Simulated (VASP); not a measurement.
# MgB2: the relaxed cell at several levels

Aim: relax MgB2 at several levels and hold each cell against experiment. The levels: LDA, PBEsol, PBE, r2SCAN, PBE + D3(BJ), r2SCAN + rVV10, PBE + D4 and vdW-DF-cx. LASPH is on for some levels and off for others; the table marks which. The start is a cell from a database of measured crystal structures.

Main program and level: VASP 6.6.1; LDA; plane waves and PAW (Mg, B), in the first sound run; inputs show where later runs differ.

Experimental background.

For MgB2, hexagonal AlB2-type (sintered polycrystalline pellet), “Optical measurements of the superconducting gap in MgB2” (2001, arxiv:cond-mat/0103164) gives, by X-ray diffraction: lattice constant a (a of hexagonal cell) 3.086 Å [sintered polycrystal; measurement temperature not stated]; lattice constant c (c of hexagonal cell) 3.524 Å [sintered polycrystal; measurement temperature not stated].

Most raw output is cut from this account.

## 1. The structure

Before any relaxation, the start is as follows. It takes space group P6/mmm (No. 191, hexagonal). The conventional cell has a = 3.085 Å, b = 3.085 Å, c = 3.523 Å, α = 90.00°, β = 90.00°, γ = 120.00°. Nearest to Mg lie 12 B at 2.51 Å. B has 3 B at 1.78 Å and 6 Mg at 2.51 Å nearest. Farther neighbours are not listed.

## 2. Relaxation with LDA

Properties are meant for the cell that this level of theory prefers, so cell and atoms are relaxed first (ISIF = 3) until forces and stress are small; EDIFFG sets the threshold. LDA, the lowest rung, knows the local density alone.

INCAR

```
SYSTEM = MgB2
PREC = Accurate
ENCUT = 520
EDIFF = 1E-06
NELM = 100
ISMEAR = -1
SIGMA = 0.05
LREAL = .FALSE.
ALGO = Normal
GGA = CA
NBANDS = 10
LORBIT = 11
LWAVE = .FALSE.
LCHARG = .FALSE.
KPAR = 4
IBRION = 2
NSW = 60
ISIF = 3
EDIFFG = -0.01
```

POSCAR

```
MgB2
1.0
    3.0850000000      0.0000000000      0.0000000000
   -1.5425000000      2.6716883707      0.0000000000
    0.0000000000      0.0000000000      3.5230000000
Mg B
1 2
Direct
    0.0000000000      0.0000000000      0.0000000000
    0.3333333333      0.6666666667      0.5000000000
    0.6666666667      0.3333333333      0.5000000000
```

KPOINTS

```
Automatic mesh
0
Gamma
7 7 6
0 0 0
```

Potentials, in the order of the species: Mg and B (PBE family, release 64).

On the command line:

```console
$ mpirun -np 4 vasp_std
```

Run time: 4.4 s. Hardware: 4 MPI ranks of AMD EPYC 9R45, shared host; peak memory 0.47 GiB.

The k-mesh is coarse for a metal. The PAW data sets were made with PBE, though LDA sets exist; this is a small mismatch. The run keeps the 24 symmetry operations of its start, so it cannot find a distortion of lower symmetry.

Step by step:

| step | energy less that of the first step (eV) | largest force (eV/Å) | pressure (GPa) | volume (Å³) |
| --- | --- | --- | --- | --- |
| 1 | 0.0000 | 0.0000 | -7.13 | 29.04 |
| 2 | -0.0251 | 0.0000 | 3.06 | 27.26 |
| 3 | -0.0303 | 0.0000 | -0.13 | 27.76 |
| 4 | -0.0308 | 0.0000 | -0.04 | 27.72 |
| 5 | -0.0309 | 0.0000 | 0.01 | 27.69 |

| conventional cell, symmetrised | before | after | change |
| --- | --- | --- | --- |
| a (Å) | 3.085 | 3.037 | -1.5 % |
| b (Å) | 3.085 | 3.037 | -1.5 % |
| c (Å) | 3.523 | 3.467 | -1.6 % |
| volume (Å³/atom) | 9.68 | 9.23 | -4.6 % |

Final coordinates:

```
Mg B
1.0
     3.03721    0.00000    0.00000
    -1.51860    2.63030    0.00000
     0.00000    0.00000    3.46662
Mg B
1 2
Direct
  0.00000 0.00000 0.00000
  0.33333 0.66667 0.50000
  0.66667 0.33333 0.50000
```

This step gave:

* electrons: 8
* bands: 10
* irreducible k-points: 32
* symmetry operations: 24
* free energy (TOTEN): -16.96 eV
* energy at zero smearing: -16.96 eV
* Fermi energy: 5.218 eV
* pressure: 0.01217 GPa
* metallic: yes
* SCF cycles over all ionic steps: 31

It ends with forces that vanish by symmetry and a pressure of 0.01 GPa. The volume lies -4.6 % from that of the database's start, which holds the thermal and zero-point expansion of its experiment. LDA is known to overbind. The conventional cell has a = 3.037 and c = 3.467 Å.

## 3. Relaxation with PBEsol

This step: PBEsol; plane waves and PAW (Mg, B) (VASP 6.6.1).

PBEsol restores the gradient expansion of exchange and is tuned for the cells of solids.

INCAR, as its differences from that of step 2:

```diff
@@ -9,3 +9,3 @@
 ALGO = Normal
-GGA = CA
+GGA = PS
 NBANDS = 10
```

POSCAR is that of step 2.

KPOINTS is that of step 2.

On the command line:

```console
$ mpirun -np 4 vasp_std
```

Run time: 5 s. Hardware: 4 MPI ranks; peak memory 0.52 GiB.

The PAW data sets were made with PBE, which is usual practice but a small mismatch for other functionals.

Relaxation path:

| step | energy less that of the first step (eV) | largest force (eV/Å) | pressure (GPa) | volume (Å³) |
| --- | --- | --- | --- | --- |
| 1 | 0.0000 | 0.0000 | -3.23 | 29.04 |
| 2 | -0.0053 | 0.0000 | 1.37 | 28.22 |
| 3 | -0.0064 | 0.0000 | -0.04 | 28.46 |
| 4 | -0.0064 | 0.0000 | -0.10 | 28.47 |
| 5 | -0.0064 | 0.0000 | -0.08 | 28.46 |

| conventional cell, symmetrised | before | after | change |
| --- | --- | --- | --- |
| a (Å) | 3.085 | 3.061 | -0.8 % |
| b (Å) | 3.085 | 3.061 | -0.8 % |
| c (Å) | 3.523 | 3.507 | -0.4 % |
| volume (Å³/atom) | 9.68 | 9.49 | -2.0 % |

The relaxed structure:

```xyz
3
Lattice="3.0611 0.0000 0.0000 -1.5305 2.6510 0.0000 0.0000 0.0000 3.5074" Properties=species:S:1:pos:R:3 pbc="T T T"
Mg    0.0000    0.0000    0.0000
B     0.0000    1.7673    1.7537
B     1.5305    0.8837    1.7537
```

Numbers from this step:

| Property | Result |
| --- | --- |
| free energy (TOTEN) | -16.23 eV |
| energy at zero smearing | -16.23 eV |
| Fermi energy | 5.197 eV |
| pressure | -0.07697 GPa |
| SCF cycles over all ionic steps | 28 |

It ends at 9.487 Å³/atom, -2.0 % from the start, with -0.08 GPa left. The conventional cell has a = 3.061 and c = 3.507 Å.

## 4. Relaxation with PBE

This step: PBE; plane waves and PAW (Mg, B) (VASP 6.6.1).

PBE, the usual starting point, adds the gradient of the density.

INCAR, as its differences from that of step 3:

```diff
@@ -9,3 +9,3 @@
 ALGO = Normal
-GGA = PS
+GGA = PE
 NBANDS = 10
```

POSCAR is that of step 3.

KPOINTS is that of step 3.

On the command line:

```console
$ mpirun -np 4 vasp_std
```

It took 4.4 s on 4 MPI ranks; peak memory 0.52 GiB; 16 s of CPU time.

Step by step:

| step | energy less that of the first step (eV) | largest force (eV/Å) | pressure (GPa) | volume (Å³) |
| --- | --- | --- | --- | --- |
| 1 | 0.0000 | 0.0000 | -1.36 | 29.04 |
| 2 | -0.0016 | 0.0000 | 0.72 | 28.69 |
| 3 | -0.0018 | 0.0000 | 0.17 | 28.78 |
| 4 | -0.0019 | 0.0000 | 0.06 | 28.81 |

| conventional cell, symmetrised | before | after | change |
| --- | --- | --- | --- |
| a (Å) | 3.085 | 3.071 | -0.5 % |
| b (Å) | 3.085 | 3.071 | -0.5 % |
| c (Å) | 3.523 | 3.529 | +0.2 % |
| volume (Å³/atom) | 9.68 | 9.60 | -0.8 % |

The relaxed structure:

```
Mg B
1.0
     3.07057    0.00000    0.00000
    -1.53528    2.65919    0.00000
     0.00000    0.00000    3.52871
Mg B
1 2
Direct
  0.00000 0.00000 0.00000
  0.33333 0.66667 0.50000
  0.66667 0.33333 0.50000
```

It ends at 9.604 Å³/atom, -0.8 % from the start, with 0.06 GPa left. The conventional cell has a = 3.071 and c = 3.529 Å.

## 5. Relaxation with r2SCAN

This step: r2SCAN; plane waves and PAW (Mg, B) (VASP 6.6.1).

r2SCAN adds the kinetic-energy density, costs more than a GGA and is run with LASPH.

INCAR, as its differences from that of step 4:

```diff
@@ -9,3 +9,4 @@
 ALGO = Normal
-GGA = PE
+METAGGA = R2SCAN
+LASPH = .TRUE.
 NBANDS = 10
```

POSCAR is that of step 4.

KPOINTS is that of step 4.

On the command line:

```console
$ mpirun -np 4 vasp_std
```

Run time: 19 s. Hardware: 4 MPI ranks; peak memory 0.53 GiB.

Relaxation path:

| step | energy less that of the first step (eV) | largest force (eV/Å) | pressure (GPa) | volume (Å³) |
| --- | --- | --- | --- | --- |
| 1 | 0.0000 | 0.0000 | -2.72 | 29.04 |
| 2 | -0.0039 | 0.0000 | 1.28 | 28.35 |
| 3 | -0.0048 | 0.0000 | 0.02 | 28.56 |

| conventional cell, symmetrised | before | after | change |
| --- | --- | --- | --- |
| a (Å) | 3.085 | 3.063 | -0.7 % |
| b (Å) | 3.085 | 3.063 | -0.7 % |
| c (Å) | 3.523 | 3.515 | -0.2 % |
| volume (Å³/atom) | 9.68 | 9.52 | -1.6 % |

The relaxed structure:

```cif
data_structure
_symmetry_space_group_name_H-M 'P 1'
_symmetry_Int_Tables_number 1
_cell_length_a 3.0631
_cell_length_b 3.0631
_cell_length_c 3.5148
_cell_angle_alpha 90.000
_cell_angle_beta 90.000
_cell_angle_gamma 120.000
_cell_volume 28.56
loop_
_atom_site_label
_atom_site_type_symbol
_atom_site_fract_x
_atom_site_fract_y
_atom_site_fract_z
_atom_site_occupancy
Mg1 Mg 0.00000 0.00000 0.00000 1
B2 B 0.33333 0.66667 0.50000 1
B3 B 0.66667 0.33333 0.50000 1
```

It ends at 9.520 Å³/atom, -1.6 % from the start, with 0.02 GPa left. The conventional cell has a = 3.063 and c = 3.515 Å.

## 6. Relaxation with PBE + D3(BJ)

This step: PBE with D3(BJ); plane waves and PAW (Mg, B) (VASP 6.6.1).

A dispersion term adds the long-range attraction that semilocal functionals lack. D3 with Becke-Johnson damping keeps a finite attraction at short range.

INCAR, as its differences from that of step 5:

```diff
@@ -9,4 +9,4 @@
 ALGO = Normal
-METAGGA = R2SCAN
-LASPH = .TRUE.
+GGA = PE
+IVDW = 12
 NBANDS = 10
```

POSCAR is that of step 5.

KPOINTS is that of step 5.

On the command line:

```console
$ mpirun -np 4 vasp_std
```

Elapsed: 5.4 s, on 4 MPI ranks; peak memory 0.56 GiB.

Dispersion corrections of this kind ignore metallic screening and tend to overbind metals.

It ends at 9.288 Å³/atom, -4.0 % from the start, with 0.02 GPa left. The conventional cell has a = 3.044 and c = 3.473 Å. Against plain PBE, the dispersion term moves a by -0.9 % and c by -1.6 %.

## 7. Relaxation with r2SCAN + rVV10

This step: r2SCAN with rVV10; plane waves and PAW (Mg, B) (VASP 6.6.1).

LUSE_VDW switches on a nonlocal correlation term for dispersion.

INCAR, as its differences from that of step 6:

```diff
@@ -9,4 +9,8 @@
 ALGO = Normal
-GGA = PE
-IVDW = 12
+METAGGA = R2SCAN
+LUSE_VDW = .TRUE.
+IVDW_NL = 2
+BPARAM = 11.95
+CPARAM = 0.0093
+LASPH = .TRUE.
 NBANDS = 10
```

POSCAR is that of step 6.

KPOINTS is that of step 6.

On the command line:

```console
$ mpirun -np 4 vasp_std
```

It took 57 s on 4 MPI ranks; peak memory 0.83 GiB; 3.7 min of CPU time.

It ends at 9.498 Å³/atom, -1.9 % from the start, with -0.06 GPa left. The conventional cell has a = 3.062 and c = 3.509 Å. Against plain r2SCAN, the dispersion term moves a by -0.0 % and c by -0.2 %.

## 8. Relaxation with PBE + D4

This step: PBE with D4; plane waves and PAW (Mg, B) (VASP 6.6.1).

D4 lets the coefficients depend on atomic charges too.

INCAR, as its differences from that of step 7:

```diff
@@ -9,8 +9,4 @@
 ALGO = Normal
-METAGGA = R2SCAN
-LUSE_VDW = .TRUE.
-IVDW_NL = 2
-BPARAM = 11.95
-CPARAM = 0.0093
-LASPH = .TRUE.
+GGA = PE
+IVDW = 13
 NBANDS = 10
```

POSCAR is that of step 7.

KPOINTS is that of step 7.

On the command line:

```console
$ mpirun -np 4 vasp_std
```

Wall time 9.4 s (4 MPI ranks); peak memory 0.53 GiB; 36 s of CPU time.

It ends at 9.333 Å³/atom, -3.6 % from the start, with 0.02 GPa left. The conventional cell has a = 3.051 and c = 3.473 Å. Against plain PBE, the dispersion term moves a by -0.6 % and c by -1.6 %.

## 9. Relaxation with vdW-DF-cx

This step: vdW-DF-cx; plane waves and PAW (Mg, B) (VASP 6.6.1).

vdW-DF-cx takes its exchange from the same plasmon model as its correlation.

INCAR, as its differences from that of step 8:

```diff
@@ -9,4 +9,6 @@
 ALGO = Normal
-GGA = PE
-IVDW = 13
+GGA = CX
+AGGAC = 0
+LUSE_VDW = .TRUE.
+LASPH = .TRUE.
 NBANDS = 10
```

POSCAR is that of step 8.

KPOINTS is that of step 8.

On the command line:

```console
$ mpirun -np 4 vasp_std
```

Elapsed: 26 s, on 4 MPI ranks; peak memory 1.1 GiB.

It ends at 9.597 Å³/atom, -0.8 % from the start, with -0.01 GPa left. The conventional cell has a = 3.074 and c = 3.517 Å.

## 10. The cells as a table

This step: relaxed cells at several levels; plane waves and PAW (VASP 6.6.1).

This step runs nothing: it gathers the runs above.

Lengths are those of the conventional cell; cost is the wall time of each run, as given at its step, times its ranks, without the set-up around it; LASPH differs between rows, which moves results and costs too. Results by level, by row:

| level | volume (Å³/atom) | change from the start (%) | a (Å) | c (Å) | cost (core minutes) | LASPH |
| --- | --- | --- | --- | --- | --- | --- |
| LDA | 9.23 | -4.6 | 3.037 | 3.467 | 0.293 | off |
| PBEsol | 9.49 | -2 | 3.061 | 3.507 | 0.333 | off |
| PBE | 9.6 | -0.8 | 3.071 | 3.529 | 0.293 | off |
| r2SCAN | 9.52 | -1.6 | 3.063 | 3.515 | 1.25 | on |
| PBE + D3(BJ) | 9.29 | -4 | 3.044 | 3.473 | 0.36 | off |
| r2SCAN + rVV10 | 9.5 | -1.9 | 3.062 | 3.509 | 3.8 | on |
| PBE + D4 | 9.33 | -3.6 | 3.051 | 3.473 | 0.627 | off |
| vdW-DF-cx | 9.6 | -0.8 | 3.074 | 3.517 | 1.73 | on |

## 11. Outcome

```yaml
volume_lda: 9.231 Å³/atom
volume_pbesol: 9.487 Å³/atom
volume_pbe: 9.604 Å³/atom
volume_r2scan: 9.520 Å³/atom
volume_pbe_d3_bj: 9.288 Å³/atom
volume_r2scan_rvv10: 9.498 Å³/atom
volume_pbe_d4: 9.333 Å³/atom
volume_vdw_df_cx: 9.597 Å³/atom
```

In words: For MgB2 the levels give volumes between 9.231 Å³/atom (LDA) and 9.604 Å³/atom (PBE), a spread of 4.0 %, while the cost of the finished runs spans a factor of 13. Within 1 % of experiment on every length: PBEsol, PBE, r2SCAN, r2SCAN + rVV10 and vdW-DF-cx. The nearest, vdW-DF-cx, took 5.9 times the core time of PBE and lowers the largest miss from 0.50 to 0.37 %. Thermal and zero-point expansion, often some tenths of a per cent in length, bear on this order: with the measured lengths lowered by an assumed 0.4 % the nearest is still vdW-DF-cx. The costs hold the number of ionic steps as well as the price of the functional. The closing table has room for seven levels; PBE + D4 stands in the table of levels alone. Adding D3(BJ) to PBE changes the volume by -3.3 % (a by -0.9 % and c by -1.6 %). Adding rVV10 to r2SCAN changes the volume by -0.2 % (a by -0.0 % and c by -0.2 %). Adding D4 to PBE changes the volume by -2.8 % (a by -0.6 % and c by -1.6 %). Pairwise corrections of the D and TS kind ignore the screening in a metal, so they may overbind here. Within 0.02 Å all end in space group P6/mmm; the runs can't lower the symmetry of the start. The k-sampling is coarse for a metal, so the Fermi level, pressures and the shape of the cell carry errors. LASPH is on for some levels and off for others, so differences between them are not the functional's alone. Each is a single relaxation on the plane waves of the start cell, so larger changes of volume carry a basis-set error that was not tested here.

Computed beside measured:

| quantity | measured | LDA | PBEsol | PBE | r2SCAN | PBE + D3(BJ) | r2SCAN + rVV10 | vdW-DF-cx |
| --- | --- | --- | --- | --- | --- | --- | --- | --- |
| lattice constant a (Å) | 3.086 | 3.037 (-1.6 %) | 3.061 (-0.8 %) | 3.071 (-0.5 %) | 3.063 (-0.7 %) | 3.044 (-1.4 %) | 3.062 (-0.8 %) | 3.074 (-0.4 %) |
| lattice constant c (Å) | 3.524 | 3.467 (-1.6 %) | 3.507 (-0.5 %) | 3.529 (+0.1 %) | 3.515 (-0.3 %) | 3.473 (-1.4 %) | 3.509 (-0.4 %) | 3.517 (-0.2 %) |

Measured values from arxiv:cond-mat/0103164 (2001).

**Verdict.** For the lattice constant a, of the levels listed nearest comes vdW-DF-cx (-0.4 %, good agreement) and farthest LDA (-1.6 %, a clear miss). For the lattice constant c, of the levels listed nearest comes PBE (+0.1 %, good agreement) and farthest LDA (-1.6 %, fair agreement). The grades are ours: good and fair within 0.7 and 1.5 % for the lattice constant a and 0.8 and 2 % for the lattice constant c. For lattice constants the calculation has a static lattice, without zero-point motion or thermal expansion.

[Lines on the potential files, build, host, timing and source positions are cut from VASP's logs without a mark.]

[Logs are printed without paths, hosts, clocks, repeated set-up lines and the standing remarks that a program may print on its own settings, such as how far it seeks lower states.]

[Hosts, paths, dates, database ids (printed as entryN), source tags and the programs' standing remarks are cut or masked in the printed files.]

[A measured line is paired with the nearest computed mode of its activity, which favours agreement.]
